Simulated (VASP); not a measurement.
Given:

```
CELL_PARAMETERS angstrom
      0.00000     2.69180     2.69180
      2.69180     0.00000     2.69180
      2.69180     2.69180     0.00000
ATOMIC_POSITIONS crystal
  Yb 0.00000 0.00000 0.00000
```

Method: r2SCAN meta-GGA, VASP's PBE PAW potentials (set 64) (plane waves; VASP). Numerical set-up: 400 eV cut-off, 11×11×11 Γ-centred mesh, first-order Methfessel-Paxton smearing of 0.10 eV, potentials Yb_2.

The 4f electrons are frozen in the core of the lanthanide potential, so 4f levels, which can set the real gap, and their magnetism are missing.

Question: What does the run give for the energy per atom (σ→0), band gap (on the k-mesh) with the smallest direct gap where there is one?

Answer: 
| Property | Value |
|---|---|
| band gap (on the k-mesh) | none (metal, semimetal or under 0.01 eV) |
| energy per atom (σ→0) | -33.458 eV/atom |

Total energies compare only between runs with the same potentials, cut-off and functional.

The compound is Yb in the fcc structure. It was relaxed first, which changed the volume by -5 %. The start is the result of an earlier pass.
